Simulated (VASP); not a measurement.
Level of theory: PBEsol GGA, VASP's PBE PAW potentials (set 64) (plane waves; VASP).

VASP input:

**KPOINTS**
```
Automatic mesh
0
Gamma
4 4 4
0 0 0
```

**INCAR**
```
SYSTEM = CdMg3Te4
PREC = Accurate
ENCUT = 400
EDIFF = 1E-7
NELM = 100
ALGO = Normal
LREAL = .FALSE.
LASPH = .TRUE.
ISMEAR = -5
GGA = PS
LMAXMIX = 4
LWAVE = .FALSE.
LCHARG = .TRUE.
LORBIT = 11
NEDOS = 601
ISIF = 2
LEFG = .TRUE.
```

### POSCAR
```
CdMg3Te4
1
    6.4500167790    -0.0000000000     0.0000000000
   -0.0000000000     6.4500167790     0.0000000000
   -0.0000000000     0.0000000000     6.4500167790
Mg Te Cd
3 4 1
Direct
  0.0000000000   1.0000000000   1.0000000000
  0.5000000000   0.5000000000   1.0000000000
  0.5000000000   1.0000000000   0.5000000000
  0.2519443190   0.2480556810   0.2480556810
  0.7480556810   0.7519443190   0.2480556810
  0.7480556810   0.2480556810   0.7519443190
  0.2519443190   0.7519443190   0.7519443190
  0.0000000000   0.5000000000   0.5000000000
```

POTCAR, in this order: Mg Te Cd (PBE.64 set). Program: vasp_std.

What VASP printed:

**OUTCAR**
```
 ion  position               nearest neighbor table
   1  0.000  0.000  0.000-   4 2.79   5 2.79   6 2.79   7 2.79
   2  0.500  0.500  0.000-   4 2.79   5 2.79   6 2.79   7 2.79
   3  0.500  0.000  0.500-   4 2.79   5 2.79   6 2.79   7 2.79
   4  0.252  0.248  0.248-   1 2.79   2 2.79   3 2.79   8 2.81
   5  0.748  0.752  0.248-   1 2.79   2 2.79   3 2.79   8 2.81
   6  0.748  0.248  0.752-   1 2.79   2 2.79   3 2.79   8 2.81
   7  0.252  0.752  0.752-   1 2.79   2 2.79   3 2.79   8 2.81
   8  0.000  0.500  0.500-   4 2.81   5 2.81   6 2.81   7 2.81
  LATTYP: Found a simple cubic cell.
 ALAT       =     6.4500167790
 Subroutine PRICEL returns:
 Original cell was already a primitive cell.
 Subroutine GETGRP returns: Found 24 space group operations
The static configuration has the point symmetry D_2d.
 The point group associated with its full space group is T_d .
The dynamic configuration has the point symmetry D_2d.
 Subroutine INISYM returns: Found 24 space group operations
 Subroutine IBZKPT returns following result:
 Found     10 irreducible k-points:

 Following reciprocal coordinates:
            Coordinates               Weight
  0.000000  0.000000  0.000000      1.000000
  0.250000  0.000000  0.000000      6.000000
  0.500000  0.000000  0.000000      3.000000
  0.250000  0.250000  0.000000     12.000000
  0.500000  0.250000  0.000000     12.000000
  0.500000  0.500000  0.000000      3.000000
  0.250000  0.250000  0.250000      8.000000
  0.500000  0.250000  0.250000     12.000000
  0.500000  0.500000  0.250000      6.000000
  0.500000  0.500000  0.500000      1.000000
   k-points           NKPTS =     10   k-points in BZ     NKDIM =     10   number of bands    NBANDS=     26
   number of dos      NEDOS =    601   number of ions     NIONS =      8
   total plane-waves  NPLWV =  74088
   dimension x,y,z NGX =    42 NGY =   42 NGZ =   42
   dimension x,y,z NGXF=    84 NGYF=   84 NGZF=   84
   ions per type =               3   4   1
   PREC   = accura    normal or accurate (medium, high low for compatibility)
   ISTART =      0    job   : 0-new  1-cont  2-samecut
   ICHARG =      2    charge: 1-file 2-atom 10-const
   ISPIN  =      1    spin polarized calculation?
   LNONCOLLINEAR =      F non collinear calculations
   LSORBIT =      F    spin-orbit coupling
   INIWAV =      1    electr: 0-lowe 1-rand  2-diag
   ENCUT  =  400.0 eV  29.40 Ry    5.42 a.u.  10.52 10.52 10.52*2*pi/ulx,y,z
   NELM   =    100;   NELMIN=  2; NELMDL= -5     # of ELM steps
   EDIFF  = 0.1E-06   stopping-criterion for ELM
   LREAL  =      F    real-space projection
   NLSPLINE    = F    spline interpolate recip. space projectors
   LMAXMIX     =    4 max onsite mixed and CHGCAR
   VOSKOWN=      0    Vosko Wilk Nusair interpolation
   EDIFFG = 0.1E-05   stopping-criterion for IOM
   NSW    =      0    number of steps for IOM
   NBLOCK =      1;   KBLOCK =      1    inner block; outer block
   IBRION =     -1    ionic relax: 0-MD 1-quasi-New 2-CG
   NFREE  =      0    steps in history (QN), initial steepest desc. (CG)
   ISIF   =      2    stress and relaxation
   ISYM   =      2    0-nonsym 1-usesym 2-fastsym
   TEIN   =    0.0    initial temperature
   TEBEG  =    0.0;   TEEND  =   0.0 temperature during run
   SMASS  =  -3.00    Nose mass-parameter (am)
   PSTRESS=    0.0 pullay stress
   NELECT =      42.0000    total number of electrons
   EFERMI =   0.00;   METHOD = LEGACY
   ISMEAR =    -5;   SIGMA  =   0.20  broadening in eV -4-tet -1-fermi 0-gaus
   IALGO  =     38    algorithm
   LDIAG  =      T    sub-space diagonalisation (order eigenvalues)
   IMIX   =      4    mixing-type and parameters
     AMIX     =   0.40;   BMIX     =  1.00
     AMIX_MAG =   1.60;   BMIX_MAG =  1.00
     AMIN     =   0.10
   GGA     = PS    functional components
   VOSKOWN =     0    Vosko Wilk Nusair interpolation
...
```

OSZICAR:
```
       N       E                     dE             d eps       ncg     rms          rms(c)
DAV:   1     0.186138765966E+03    0.18614E+03   -0.13701E+04   520   0.104E+03
DAV:   2    -0.136809921780E+02   -0.19982E+03   -0.19577E+03   640   0.212E+02
DAV:   3    -0.268539183725E+02   -0.13173E+02   -0.13151E+02   612   0.589E+01
DAV:   4    -0.270892220109E+02   -0.23530E+00   -0.23523E+00   732   0.777E+00
DAV:   5    -0.270915397285E+02   -0.23177E-02   -0.23177E-02   632   0.863E-01    0.703E+00
DAV:   6    -0.262601026412E+02    0.83144E+00   -0.17255E+00   552   0.950E+00    0.552E+00
DAV:   7    -0.261482098939E+02    0.11189E+00   -0.70702E-01   582   0.366E+00    0.247E+00
DAV:   8    -0.261498168471E+02   -0.16070E-02   -0.37951E-02   566   0.185E+00    0.849E-01
DAV:   9    -0.261506985682E+02   -0.88172E-03   -0.46224E-03   614   0.661E-01    0.185E-01
DAV:  10    -0.261507999921E+02   -0.10142E-03   -0.15591E-03   572   0.319E-01    0.797E-02
DAV:  11    -0.261508783466E+02   -0.78355E-04   -0.20391E-04   602   0.884E-02    0.213E-02
DAV:  12    -0.261508798243E+02   -0.14778E-05   -0.42264E-05   638   0.582E-02    0.109E-02
DAV:  13    -0.261508868308E+02   -0.70065E-05   -0.13991E-05   540   0.236E-02    0.576E-03
DAV:  14    -0.261508870219E+02   -0.19116E-06   -0.54225E-07   674   0.349E-03    0.133E-03
DAV:  15    -0.261508872047E+02   -0.18281E-06   -0.17065E-07   470   0.189E-03    0.150E-03
DAV:  16    -0.261508872116E+02   -0.68089E-08   -0.14117E-08   320   0.865E-04
   1 F= -.26150887E+02 E0= -.26150887E+02  d E =0.000000E+00
```

**OUTCAR**
```
------------------------ aborting loop because EDIFF is reached ----------------------------------------
  FORCE on cell =-STRESS in cart. coord.  units (eV):
  Direction    XX          YY          ZZ          XY          YZ          ZX
  --------------------------------------------------------------------------------------
  Total        0.0012806      0.0012806      0.0012806      0.0000000      0.0000000     -0.0000000
  in kB        0.0076463      0.0076463      0.0076463      0.0000000      0.0000000     -0.0000000
  external PRESSURE =       0.0076463 kB  Pullay stress =       0.0000000 kB
  volume of cell :      268.34
      direct lattice vectors                 reciprocal lattice vectors
     6.450016779  0.000000000  0.000000000     0.155038356  0.000000000  0.000000000
     0.000000000  6.450016779  0.000000000     0.000000000  0.155038356  0.000000000
     0.000000000  0.000000000  6.450016779     0.000000000  0.000000000  0.155038356
 POSITION                                       TOTAL-FORCE (eV/Angst)
 -----------------------------------------------------------------------------------
      0.00000      0.00000      0.00000         0.000000      0.000000     -0.000000
      3.22501      3.22501      0.00000         0.000000      0.000000     -0.000000
      3.22501      0.00000      3.22501         0.000000      0.000000     -0.000000
      1.62505      1.59996      1.59996         0.005352     -0.005352     -0.005352
      4.82497      4.85005      1.59996        -0.005352      0.005352     -0.005352
      4.82497      1.59996      4.85005        -0.005352     -0.005352      0.005352
      1.62505      4.85005      4.85005         0.005352      0.005352      0.005352
      0.00000      3.22501      3.22501         0.000000      0.000000     -0.000000
 -----------------------------------------------------------------------------------
    total drift:                               -0.000000     -0.000000     -0.000000
  FREE ENERGIE OF THE ION-ELECTRON SYSTEM (eV)
  ---------------------------------------------------
  free  energy   TOTEN  =       -26.1508872116 eV

  energy  without entropy=      -26.1508872116  energy(sigma->0) =      -26.15088721

 total charge

# of ion       s       p       d       tot
------------------------------------------
    1        0.175   0.130   0.024   0.329
    2        0.175   0.130   0.024   0.329
    3        0.175   0.130   0.024   0.329
    4        1.341   2.124   0.013   3.478
    5        1.341   2.124   0.013   3.478
    6        1.341   2.124   0.013   3.478
    7        1.341   2.124   0.013   3.478
    8        0.465   0.312   9.526  10.304
--------------------------------------------------
tot          6.356   9.199   9.649  25.204

 Electric field gradients after diagonalization (V/A^2)
 (convention: |V_zz| > |V_xx| > |V_yy|)
----------------------------------------------------------------------
 ion       V_xx      V_yy      V_zz     asymmetry (V_yy - V_xx)/ V_zz
----------------------------------------------------------------------
   1       0.304     0.304    -0.609       0.000
   2       0.304     0.304    -0.609       0.000
   3       0.304     0.304    -0.609       0.000
   4     -51.333   -51.333   102.666       0.000
   5     -51.333   -51.333   102.666       0.000
   6     -51.333   -51.333   102.666       0.000
   7     -51.333   -51.333   102.666       0.000
   8      -0.000    -0.000     0.000       0.369
```
(Selected blocks of OUTCAR.)

**OUTCAR**
```
 val. band max:        1.9353128481   @ k =   0.0000   0.0000   0.0000

 cond. band min:       3.7475412917   @ k =   0.0000   0.0000   0.0000


 Fermi energy:         1.9638453990

 k-point     1 :       0.0000    0.0000    0.0000
  band No.  band energies     occupation
      1      -8.5471      2.00000
      2      -7.8317      2.00000
      3      -7.8317      2.00000
      4      -7.8317      2.00000
      5      -5.6332      2.00000
      6      -5.6332      2.00000
      7      -5.5732      2.00000
      8      -5.5732      2.00000
      9      -5.5732      2.00000
     10      -1.8843      2.00000
     11      -1.2440      2.00000
     12      -1.2440      2.00000
     13       0.5621      2.00000
     14       0.5621      2.00000
     15       0.5621      2.00000
     16       0.5644      2.00000
     17       0.5644      2.00000
     18       0.5644      2.00000
     19       1.9353      2.00000
     20       1.9353      2.00000
     21       1.9353      2.00000
     22       3.7475      0.00000
     23       4.6074      0.00000
     24       4.6074      0.00000
     25       4.6074      0.00000
     26       4.7766      0.00000

 k-point     2 :       0.2500    0.0000    0.0000
  band No.  band energies     occupation
      1      -8.4522      2.00000
      2      -7.9454      2.00000
      3      -7.8308      2.00000
      4      -7.8308      2.00000
      5      -5.6331      2.00000
      6      -5.6320      2.00000
      7      -5.6102      2.00000
      8      -5.5682      2.00000
      9      -5.5682      2.00000
     10      -1.6932      2.00000
     11      -1.1267      2.00000
     12      -0.9688      2.00000
     13       0.2103      2.00000
     14       0.2852      2.00000
     15       0.4044      2.00000
     16       0.4044      2.00000
     17       0.7173      2.00000
     18       0.7173      2.00000
     19       1.0551      2.00000
     20       1.6769      2.00000
     21       1.6769      2.00000
     22       4.6538      0.00000
...
```

Unless said otherwise, spin-orbit coupling is left out, though it shifts the bands of the heavy elements here.

The structure was generated: CdMg3Te4 was put into an ordered model structure (P-43m), which need not be its known phase. It was relaxed first.
